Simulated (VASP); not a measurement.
# SiC (Moissanite 3C): GW quasiparticle gap, part 3 of 3

Wanted: how far GW moves the Kohn-Sham levels of SiC (Moissanite 3C). The cell is of the zinc-blende type, one of the forms listed for this formula. The start is a cell from a database of measured crystal structures.

VASP 6.6.1, plane waves and PAW; the level of theory is named at each step.

So far, quasiparticle gap on the mesh (eV): step 4 (G0W0, ENCUTGW 80, bands in the sums 36) 1.92; step 6 (G0W0, ENCUTGW 120, bands in the sums 64) 2.08.

### Step 8. G0W0, ENCUTGW 160, bands in the sums 96

This step: G0W0 on LDA; plane waves and PAW (Si_GW, C_GW) (VASP 6.6.1).

ENCUTGW rises to 160 eV and the bands with it, to about the number of plane waves under that cutoff.

Contents of INCAR:

```
SYSTEM = SiC
PREC = Accurate
ENCUT = 440
ISMEAR = 0
SIGMA = 0.01
LREAL = .FALSE.
GGA = CA
NBANDS = 96
ALGO = EVGW0
NELMGW = 1
ENCUTGW = 160
NOMEGA = 48
PRECFOCK = Fast
NBANDSGW = 12
LWAVE = .FALSE.
LCHARG = .FALSE.
```

Contents of POSCAR:

```
SiC
1.0
    0.0000000000      2.1790000000      2.1790000000
    2.1790000000      0.0000000000      2.1790000000
    2.1790000000      2.1790000000      0.0000000000
Si C
1 1
Direct
    0.0000000000      0.0000000000      0.0000000000
    0.7500000000      0.7500000000      0.7500000000
```

Contents of KPOINTS:

```
Automatic mesh
0
Gamma
6 6 6
0 0 0
```

The projector-augmented-wave data sets are Si_GW and C_GW (LDA family, release 64).

Run with:

```console
$ mpirun -np 4 vasp_std
```

The log of the run:

```text
[banner, memory and clock lines left out]
running    4 mpi-ranks, on    1 nodes
[...]
|                                                                             |
|           W    W    AA    RRRRR   N    N  II  N    N   GGGG   !!!           |
|           W    W   A  A   R    R  NN   N  II  NN   N  G    G  !!!           |
|           W    W  A    A  R    R  N N  N  II  N N  N  G       !!!           |
|           W WW W  AAAAAA  RRRRR   N  N N  II  N  N N  G  GGG   !            |
|           WW  WW  A    A  R   R   N   NN  II  N   NN  G    G                |
|           W    W  A    A  R    R  N    N  II  N    N   GGGG   !!!           |
|                                                                             |
|     The default for ENCUTGWSOFT is different in this version of VASP.       |
|     please manually set ENCUTGWSOFT =160 in the INCAR file.                 |
|                                                                             |

 LDA part: xc-table for (Slater(with rela. corr.)+CA(PZ))
[...]
total number of BLAS operations        326.86 Gflops
NQ=  12   -0.3333    0.3333    0.0000,
|.........|.........|.........|.........|.........|.........|.........|.........
 performed       5052000 updates of chi_q(r,r)
 total number of BLAS operations        365.79 Gflops
NQ=  13    0.5000    0.5000    0.0000,
|.........|.........|.........|.........|.........|.........|.........|.........
 performed       5316000 updates of chi_q(r,r)
 total number of BLAS operations        383.73 Gflops
NQ=  14    0.5000    0.3333    0.1667,
|.........|.........|.........|.........|.........|.........|.........|.........
 performed       5935000 updates of chi_q(r,r)
 total number of BLAS operations        424.79 Gflops
NQ=  15   -0.3333    0.3333    0.1667,
|.........|.........|.........|.........|.........|.........|.........|.........
 performed       6517000 updates of chi_q(r,r)
 total number of BLAS operations        465.99 Gflops
NQ=  16   -0.3333    0.5000    0.1667,
|.........|.........|.........|.........|.........|.........|.........|.........
 performed       6996000 updates of chi_q(r,r)
 total number of BLAS operations        507.46 Gflops
 resolving degeneracies of screened two electron integrals

 calculate QP shifts <psi_nk| G(iteration)W_0 |psi_nk>: iteration 1
 entering main loop
[key lines of the parts left out:]
E-fermi :   8.3976
```

Elapsed: 30 s, on 4 MPI ranks of Intel Xeon 6975P-C (Granite Rapids), shared host; peak memory 0.76 GiB; 1.9 min of CPU time.

From OUTCAR (step 8):

```text
 QP shifts <psi_nk| G(iteration)W_0 |psi_nk>: iteration 1
 for sc-GW calculations column KS-energies equals QP-energies in previous step
 and V_xc(KS)=  KS-energies - (<T + V_ion + V_H > + <T+V_H+V_ion>^1  + <V_x>^1)
 k-point   1 :       0.0000    0.0000    0.0000
  band No.  KS-energies  QP-energies   sigma(KS)   V_xc(KS)     V^pw_x(r,r')   Z            occupation Imag(sigma)
      1      -7.5790      -8.6025     -14.2089     -12.7876     -21.6047       0.7201       2.0000       1.4098
      2       7.7497       7.2775     -15.5744     -14.9727     -17.3843       0.7848       2.0000       0.0995
      3       7.7497       7.2775     -15.5744     -14.9727     -17.3843       0.7848       2.0000       0.0995
      4       7.7497       7.2775     -15.5744     -14.9727     -17.3843       0.7848       2.0000       0.0995
      5      14.0319      14.5842     -12.6045     -13.3167      -7.4002       0.7755       0.0000      -0.0950
      6      14.9301      15.7260     -10.8786     -11.8857      -5.7720       0.7903       0.0000      -0.0921
      7      14.9301      15.7260     -10.8786     -11.8857      -5.7720       0.7903       0.0000      -0.0921
      8      14.9301      15.7260     -10.8786     -11.8857      -5.7720       0.7903       0.0000      -0.0921
    ...

[... 1 part as in an earlier step ...]

[... 2 further parts left out ...]
[key lines of the parts left out:]
E-fermi :   8.3976
```

The gap is now 2.177 eV, +95 meV against the GW run before.

### Step 9. Empty bands

This step: LDA; plane waves and PAW (Si_GW, C_GW) (VASP 6.6.1).

The empty bands are made again, for the run that follows.

Contents of INCAR:

```
SYSTEM = SiC
PREC = Accurate
ENCUT = 440
ISMEAR = 0
SIGMA = 0.01
LREAL = .FALSE.
GGA = CA
NBANDS = 136
ALGO = Exact
NELM = 1
LWAVE = .TRUE.
LCHARG = .FALSE.
LOPTICS = .TRUE.
NEDOS = 1000
CSHIFT = 0.1
```

POSCAR is that of step 8.

KPOINTS is that of step 8.

Run with:

```console
$ mpirun -np 4 vasp_std
```

The log of the run:

```text
[banner, memory and clock lines left out]
running    4 mpi-ranks, on    1 nodes
[...]
LDA part: xc-table for (Slater(with rela. corr.)+CA(PZ))
 , standard interpolation
 found WAVECAR, reading the header
  number of bands has changed, file:    10 present:   136
  trying to continue reading WAVECAR, but it might fail
 POSCAR, INCAR and KPOINTS ok, starting setup
[...]
reading WAVECAR
 random initialization beyond band           10
 the WAVECAR file was read successfully
 initial charge from wavefunction
 entering main loop
       N       E                     dE             d eps       ncg     rms          rms(c)
[... 1 cycle as in an earlier step ...]
   1 F= -.16627434E+02 E0= -.16627434E+02  d E =-.144672E-48
 writing wavefunctions
 optical routines
 imaginary and real dielectric function
 recalculating local potential from charge density
 direction            1
 direction            2
 direction            3
```

Elapsed: 2 s, on 4 MPI ranks; peak memory 0.48 GiB.

Parts of OUTCAR (step 9):

```text
  Total       -0.6795379     -0.6795379     -0.6795379     -0.0000000      0.0000000     -0.0000000
  in kB      -52.6165735    -52.6165735    -52.6165735     -0.0000000      0.0000000     -0.0000000
  external PRESSURE =     -52.6165735 kB  Pullay stress =       0.0000000 kB

 POSITION                                       TOTAL-FORCE (eV/Angst)
 -----------------------------------------------------------------------------------
      0.00000      0.00000      0.00000         0.000000      0.000000      0.000000
      3.26850      3.26850      3.26850        -0.000000     -0.000000      0.000000
 -----------------------------------------------------------------------------------
    total drift:                                0.000000      0.000000     -0.000000

[... 3 parts as in an earlier step ...]

[... 2 further parts left out ...]
[key lines of the parts left out:]
E-fermi :   7.8512
```

WAVECAR now holds 136 bands for 8 electrons.

### Step 10. G0W0, ENCUTGW 200, bands in the sums 136

This step: G0W0 on LDA; plane waves and PAW (Si_GW, C_GW) (VASP 6.6.1).

ENCUTGW rises to 200 eV and the bands with it, to about the number of plane waves under that cutoff.

Contents of INCAR:

```
SYSTEM = SiC
PREC = Accurate
ENCUT = 440
ISMEAR = 0
SIGMA = 0.01
LREAL = .FALSE.
GGA = CA
NBANDS = 136
ALGO = EVGW0
NELMGW = 1
ENCUTGW = 200
NOMEGA = 48
PRECFOCK = Fast
NBANDSGW = 12
LWAVE = .FALSE.
LCHARG = .FALSE.
```

POSCAR is that of step 9.

KPOINTS is that of step 9.

Run with:

```console
$ mpirun -np 4 vasp_std
```

The log of the run:

```text
[banner, memory and clock lines left out]
running    4 mpi-ranks, on    1 nodes
[...]
|                                                                             |
|           W    W    AA    RRRRR   N    N  II  N    N   GGGG   !!!           |
|           W    W   A  A   R    R  NN   N  II  NN   N  G    G  !!!           |
|           W    W  A    A  R    R  N N  N  II  N N  N  G       !!!           |
|           W WW W  AAAAAA  RRRRR   N  N N  II  N  N N  G  GGG   !            |
|           WW  WW  A    A  R   R   N   NN  II  N   NN  G    G                |
|           W    W  A    A  R    R  N    N  II  N    N   GGGG   !!!           |
|                                                                             |
|     The default for ENCUTGWSOFT is different in this version of VASP.       |
|     please manually set ENCUTGWSOFT =200 in the INCAR file.                 |
|                                                                             |

 LDA part: xc-table for (Slater(with rela. corr.)+CA(PZ))
[...]
total number of BLAS operations        941.51 Gflops
NQ=  12   -0.3333    0.3333    0.0000,
|.........|.........|.........|.........|.........|.........|.........|.........
 performed       7195000 updates of chi_q(r,r)
 total number of BLAS operations       1041.91 Gflops
NQ=  13    0.5000    0.5000    0.0000,
|.........|.........|.........|.........|.........|.........|.........|.........
 performed       7573000 updates of chi_q(r,r)
 total number of BLAS operations       1089.95 Gflops
NQ=  14    0.5000    0.3333    0.1667,
|.........|.........|.........|.........|.........|.........|.........|.........
 performed       8453000 updates of chi_q(r,r)
 total number of BLAS operations       1209.05 Gflops
NQ=  15   -0.3333    0.3333    0.1667,
|.........|.........|.........|.........|.........|.........|.........|.........
 performed       9281000 updates of chi_q(r,r)
 total number of BLAS operations       1324.56 Gflops
NQ=  16   -0.3333    0.5000    0.1667,
|.........|.........|.........|.........|.........|.........|.........|.........
 performed       9962000 updates of chi_q(r,r)
 total number of BLAS operations       1416.73 Gflops
 resolving degeneracies of screened two electron integrals

 calculate QP shifts <psi_nk| G(iteration)W_0 |psi_nk>: iteration 1
 entering main loop
[key lines of the parts left out:]
E-fermi :   8.3976
```

Wall time 45 s (4 MPI ranks); peak memory 0.89 GiB.

From OUTCAR (step 10):

```text
 QP shifts <psi_nk| G(iteration)W_0 |psi_nk>: iteration 1
 for sc-GW calculations column KS-energies equals QP-energies in previous step
 and V_xc(KS)=  KS-energies - (<T + V_ion + V_H > + <T+V_H+V_ion>^1  + <V_x>^1)
 k-point   1 :       0.0000    0.0000    0.0000
  band No.  KS-energies  QP-energies   sigma(KS)   V_xc(KS)     V^pw_x(r,r')   Z            occupation Imag(sigma)
      1      -7.5790      -8.6600     -14.2883     -12.7876     -21.6047       0.7203       2.0000       1.3200
      2       7.7497       7.1718     -15.7098     -14.9727     -17.3843       0.7840       2.0000       0.0107
      3       7.7497       7.1718     -15.7098     -14.9727     -17.3843       0.7840       2.0000       0.0107
      4       7.7497       7.1718     -15.7098     -14.9727     -17.3843       0.7840       2.0000       0.0107
      5      14.0319      14.4921     -12.7235     -13.3167      -7.4002       0.7758       0.0000      -0.1416
      6      14.9301      15.6722     -10.9466     -11.8857      -5.7720       0.7902       0.0000      -0.1282
      7      14.9301      15.6722     -10.9466     -11.8857      -5.7720       0.7902       0.0000      -0.1282
      8      14.9301      15.6722     -10.9466     -11.8857      -5.7720       0.7902       0.0000      -0.1282
    ...

[... 1 part as in an earlier step ...]

[... 2 further parts left out ...]
[key lines of the parts left out:]
E-fermi :   8.3976
```

The gap is now 2.238 eV, +61 meV against the GW run before.

### Step 11. Empty bands

This step: LDA; plane waves and PAW (Si_GW, C_GW) (VASP 6.6.1).

The empty bands are made again, for the run that follows.

Contents of INCAR:

```
SYSTEM = SiC
PREC = Accurate
ENCUT = 440
ISMEAR = 0
SIGMA = 0.01
LREAL = .FALSE.
GGA = CA
NBANDS = 188
ALGO = Exact
NELM = 1
LWAVE = .TRUE.
LCHARG = .FALSE.
LOPTICS = .TRUE.
NEDOS = 1000
CSHIFT = 0.1
```

POSCAR is that of step 10.

KPOINTS is that of step 10.

Run with:

```console
$ mpirun -np 4 vasp_std
```

The log of the run:

```text
[banner, memory and clock lines left out]
running    4 mpi-ranks, on    1 nodes
[...]
LDA part: xc-table for (Slater(with rela. corr.)+CA(PZ))
 , standard interpolation
 found WAVECAR, reading the header
  number of bands has changed, file:    10 present:   188
  trying to continue reading WAVECAR, but it might fail
 POSCAR, INCAR and KPOINTS ok, starting setup
[...]
reading WAVECAR
 random initialization beyond band           10
 the WAVECAR file was read successfully
 initial charge from wavefunction
 entering main loop
       N       E                     dE             d eps       ncg     rms          rms(c)
[... 1 cycle as in an earlier step ...]
   1 F= -.16627434E+02 E0= -.16627434E+02  d E =0.000000E+00
 writing wavefunctions
 optical routines
 imaginary and real dielectric function
 recalculating local potential from charge density
 direction            1
 direction            2
 direction            3
```

The job ended after 2.6 s (4 MPI ranks; peak memory 0.49 GiB; 7.1 s of CPU time).

From OUTCAR (step 11):

```text
  Total       -0.6795379     -0.6795379     -0.6795379      0.0000000      0.0000000     -0.0000000
  in kB      -52.6165739    -52.6165739    -52.6165739      0.0000000      0.0000000     -0.0000000
  external PRESSURE =     -52.6165739 kB  Pullay stress =       0.0000000 kB

[... 4 parts as in an earlier step ...]

[... 2 further parts left out ...]
[key lines of the parts left out:]
E-fermi :   7.9851
```

WAVECAR now holds 188 bands for 8 electrons.

### Step 12. G0W0, ENCUTGW 250, bands in the sums 188

This step: G0W0 on LDA; plane waves and PAW (Si_GW, C_GW) (VASP 6.6.1).

ENCUTGW rises to 250 eV and the bands with it, to about the number of plane waves under that cutoff.

Contents of INCAR:

```
SYSTEM = SiC
PREC = Accurate
ENCUT = 440
ISMEAR = 0
SIGMA = 0.01
LREAL = .FALSE.
GGA = CA
NBANDS = 188
ALGO = EVGW0
NELMGW = 1
ENCUTGW = 250
NOMEGA = 48
PRECFOCK = Fast
NBANDSGW = 12
LWAVE = .FALSE.
LCHARG = .FALSE.
```

POSCAR is that of step 11.

KPOINTS is that of step 11.

Run with:

```console
$ mpirun -np 4 vasp_std
```

The log of the run:

```text
[banner, memory and clock lines left out]
running    4 mpi-ranks, on    1 nodes
[...]
|                                                                             |
|           W    W    AA    RRRRR   N    N  II  N    N   GGGG   !!!           |
|           W    W   A  A   R    R  NN   N  II  NN   N  G    G  !!!           |
|           W    W  A    A  R    R  N N  N  II  N N  N  G       !!!           |
|           W WW W  AAAAAA  RRRRR   N  N N  II  N  N N  G  GGG   !            |
|           WW  WW  A    A  R   R   N   NN  II  N   NN  G    G                |
|           W    W  A    A  R    R  N    N  II  N    N   GGGG   !!!           |
|                                                                             |
|     The default for ENCUTGWSOFT is different in this version of VASP.       |
|     please manually set ENCUTGWSOFT =250 in the INCAR file.                 |
|                                                                             |

 LDA part: xc-table for (Slater(with rela. corr.)+CA(PZ))
[...]
total number of BLAS operations       2413.76 Gflops
NQ=  12   -0.3333    0.3333    0.0000,
|.........|.........|.........|.........|.........|.........|.........|.........
 performed       9978000 updates of chi_q(r,r)
 total number of BLAS operations       2674.09 Gflops
NQ=  13    0.5000    0.5000    0.0000,
|.........|.........|.........|.........|.........|.........|.........|.........
 performed      10503000 updates of chi_q(r,r)
 total number of BLAS operations       2825.85 Gflops
NQ=  14    0.5000    0.3333    0.1667,
|.........|.........|.........|.........|.........|.........|.........|.........
 performed      11723000 updates of chi_q(r,r)
 total number of BLAS operations       3174.59 Gflops
NQ=  15   -0.3333    0.3333    0.1667,
|.........|.........|.........|.........|.........|.........|.........|.........
 performed      12871000 updates of chi_q(r,r)
 total number of BLAS operations       3492.37 Gflops
NQ=  16   -0.3333    0.5000    0.1667,
|.........|.........|.........|.........|.........|.........|.........|.........
 performed      13816000 updates of chi_q(r,r)
 total number of BLAS operations       3759.60 Gflops
 resolving degeneracies of screened two electron integrals

 calculate QP shifts <psi_nk| G(iteration)W_0 |psi_nk>: iteration 1
 entering main loop
[key lines of the parts left out:]
E-fermi :   8.3976
```

Elapsed: 73 s, on 4 MPI ranks; peak memory 1.1 GiB; 4.8 min of CPU time.

From OUTCAR (step 12):

```text
 QP shifts <psi_nk| G(iteration)W_0 |psi_nk>: iteration 1
 for sc-GW calculations column KS-energies equals QP-energies in previous step
 and V_xc(KS)=  KS-energies - (<T + V_ion + V_H > + <T+V_H+V_ion>^1  + <V_x>^1)
 k-point   1 :       0.0000    0.0000    0.0000
  band No.  KS-energies  QP-energies   sigma(KS)   V_xc(KS)     V^pw_x(r,r')   Z            occupation Imag(sigma)
      1      -7.5790      -8.7091     -14.3584     -12.7876     -21.6047       0.7195       2.0000       1.3215
      2       7.7497       7.0974     -15.8063     -14.9727     -17.3843       0.7826       2.0000       0.0111
      3       7.7497       7.0974     -15.8063     -14.9727     -17.3843       0.7826       2.0000       0.0111
      4       7.7497       7.0974     -15.8063     -14.9727     -17.3843       0.7826       2.0000       0.0111
      5      14.0319      14.4183     -12.8184     -13.3167      -7.4002       0.7754       0.0000      -0.1532
      6      14.9301      15.6354     -10.9933     -11.8857      -5.7720       0.7904       0.0000      -0.1414
      7      14.9301      15.6354     -10.9933     -11.8857      -5.7720       0.7904       0.0000      -0.1414
      8      14.9301      15.6354     -10.9933     -11.8857      -5.7720       0.7904       0.0000      -0.1414
    ...

[... 1 part as in an earlier step ...]

[... 2 further parts left out ...]
[key lines of the parts left out:]
E-fermi :   8.3976
```

The gap is now 2.281 eV, +43 meV against the GW run before.

### Step 13. Summary

This step: GW series: G0W0 on LDA; plane waves and PAW (VASP 6.6.1).

This step runs nothing: it gathers the runs above.

Numbers from this step:

```
gap extrapolated to a complete basis        : 2.390 eV
direct gap extrapolated to a complete basis : 5.723 eV
```

G0W0 on a 6x6x6 mesh; cost is wall time times ranks on a shared host, with the step that makes the empty bands but not the self-consistent start. G0W0 series:

```csv
response cutoff ENCUTGW (eV),bands,quasiparticle gap (eV),direct quasiparticle gap (eV),cost (core minutes)
80,36,1.92,5.452,0.93
120,64,2.082,5.545,1.43
160,96,2.177,5.601,2.13
200,136,2.238,5.636,3.13
250,188,2.281,5.66,5.04
```

### Step 14. What came out

| Property | Result |
| --- | --- |
| G0W0 on LDA, 188 bands, ENCUTGW 250 eV, NOMEGA 48, mesh 6×6×6 | 1.296 → 2.281 eV |
| G0W0 on LDA, 36 bands, ENCUTGW 80 eV, NOMEGA 48, mesh 6×6×6 | 1.296 → 1.920 eV |
| gap at a complete basis (linear in ENCUTGW^-3/2) | 2.39 eV |

G0W0 gives a quasiparticle gap of 2.281 eV on the mesh, 0.99 eV over the LDA gap on the same mesh. On mesh and path the starting valence top lies at Γ and the conduction bottom at (0.5, 0.5, 0), so the starting gap is indirect. Both points lie on the GW mesh. The steps of the series move the gap by +162, +95, +61, +43 meV; the last costs 1.6 times the one before. The last step lies outside a tolerance of 30 meV, picked for this account, and the last two together move the gap by +104 meV. Extrapolated from the last three points to a complete basis, the gap is 2.39 eV, +109 meV from the dearest run. The extrapolation removes the error of the response basis alone, at this mesh, ENCUT and data set. The given cell is kept, although it stands at -5.3 GPa at LDA and ENCUT = 440 eV, which holds the mismatch of the given cell with this functional and any basis-set error. Not tabulated here, as repeats of values shown or as unfit to read for their mesh, reference level or band range: eps2 curves (empty bands); eps1 curves and static values (empty bands); gaps (empty bands).

Calculation against experiment:

```
                 quantity  measured              LDA      G0W0 on LDA
band gap (least gap) (eV)       2.4  1.30 (-1.10 eV)  2.28 (-0.12 eV)
```

Measured values from pmc:7200658 (2020).

Verdict: The band gap is off by -0.12 eV at G0W0 on LDA: good agreement. Zero-point and thermal motion shift the measured gap. No cell relaxation is part of this session.

[Lines on the potential files, build, host, timing and source positions are cut from VASP's logs without a mark.]

[Logs are printed without paths, hosts, clocks, repeated set-up lines and the standing remarks that a program may print on its own settings, such as how far it seeks lower states.]

[Hosts, paths, dates, database ids (printed as entryN), source tags and the programs' standing remarks are cut or masked in the printed files.]

[Pressures printed for these runs are not shown converged in the cutoff: they can be off by several GPa and have the wrong sign.]
